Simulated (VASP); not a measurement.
Consider the following.

```
NaH
1.0
    0.00000     2.34737     2.34737
    2.34737     0.00000     2.34737
    2.34737     2.34737     0.00000
Na H
1 1
Direct
  0.00000   0.00000   0.00000
  0.50000   0.50000   0.50000
```

Method: PBEsol GGA, VASP's PBE PAW potentials (set 64) (plane waves; VASP). Run with 520 eV cut-off, 10×10×10 Γ-centred mesh, Gaussian smearing of 0.050 eV, potentials Na_pv H.

Q: Predict the energy per atom (σ→0), pressure.

A: 
```yaml
energy per atom (σ→0): -2.539 eV/atom
pressure: 1.65 GPa
```

The absolute energy has meaning only against runs of the same code, potentials and settings.

The compound is NaH in the rock salt structure. This cell is one point of a volume scan, at 0.94 of the reference volume.
